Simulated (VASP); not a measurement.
Here is the system:

```
Mo3Pd
1.0
    3.91198     0.00000     0.00000
    0.00000     3.91198     0.00000
    0.00000     0.00000     3.91198
Mo Pd
3 1
Direct
  0.00000   0.50000   0.50000
  0.50000   0.00000   0.50000
  0.50000   0.50000   0.00000
  0.00000   0.00000   0.00000
```

Method: PBEsol GGA, VASP's PBE PAW potentials (set 64) (plane waves; VASP 6.6.1). Numerical set-up: 400 eV cut-off, Gaussian smearing of 0.050 eV, potentials Mo_sv Pd.

**Question.** Give the energies of bands 17 to 30 at the high-symmetry points, in eV from the Fermi level.

**Answer.** 
```
band      Γ      X      M      R
----  -----  -----  -----  -----
17    -5.29  -3.92  -3.57  -3.35
18    -5.29  -3.70  -3.12  -3.35
19    -5.29  -3.70  -3.12  -2.18
20    -1.95  -3.11  -2.89  -2.18
21    -1.95  -2.46  -2.51  -2.18
22    -1.95  -2.20  -2.04  -1.04
23    -0.09  -2.20  -2.02  -1.04
24    -0.09  -0.07  -1.99  -1.04
25     2.56  -0.07  -1.99   1.12
26     2.56   0.03   0.23   1.12
27     2.56   0.65   0.23   1.12
28     3.19   0.69   0.54   1.82
29     3.19   1.24   0.54   2.28
30     3.75   1.24   0.57   2.28
```

It has no gap at this level: it comes out as a metal or semimetal.

The structure comes from a computed database's Mo3Pd entry (Pm-3m); how it stands against other phases isn't given here. It was relaxed first.
